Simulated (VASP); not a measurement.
OSZICAR of a VASP run on K (bcc):

File OSZICAR:
```
       N       E                     dE             d eps       ncg     rms          rms(c)
DAV:   1     0.494457208198E+02    0.49446E+02   -0.37253E+03   560   0.869E+02
DAV:   2     0.243170933031E+01   -0.47014E+02   -0.46915E+02   568   0.224E+02
DAV:   3     0.120492973145E+01   -0.12268E+01   -0.12268E+01   912   0.336E+01
DAV:   4     0.118616003345E+01   -0.18770E-01   -0.18759E-01   880   0.334E+00
DAV:   5     0.118598261927E+01   -0.17741E-03   -0.17741E-03   944   0.207E-01    0.239E+00
DAV:   6     0.118578834439E+01   -0.19427E-03   -0.23035E-03   952   0.343E-01    0.150E+00
DAV:   7     0.118461372303E+01   -0.11746E-02   -0.53647E-03   840   0.491E-01    0.641E-02
DAV:   8     0.118446042347E+01   -0.15330E-03   -0.26172E-04   808   0.187E-01    0.241E-02
DAV:   9     0.118438349110E+01   -0.76932E-04   -0.11267E-04   696   0.663E-02    0.147E-02
DAV:  10     0.118438168299E+01   -0.18081E-05   -0.13212E-05   968   0.292E-02    0.313E-03
DAV:  11     0.118438148799E+01   -0.19501E-06   -0.47482E-07   728   0.482E-03
   1 F= 0.11843815E+01 E0= 0.11845411E+01  d E =0.118438E+01
```

### Question
Which electronic solver shows in the log?

### Answer
It is blocked Davidson (ALGO = Normal, or the opening steps of other solvers). The INCAR had ALGO = Normal.

### Question
Can the final energy be trusted as converged?

### Answer
The run converged. It stopped with EDIFF = 1E-6, NELM = 100, NSW = 60 and EDIFFG = -0.01 after 1 ionic step (optB86b-vdW, plane waves, VASP's PBE PAW potentials (set 64)).

The compound is K in the bcc structure. It was relaxed first. The start is the result of an earlier pass.
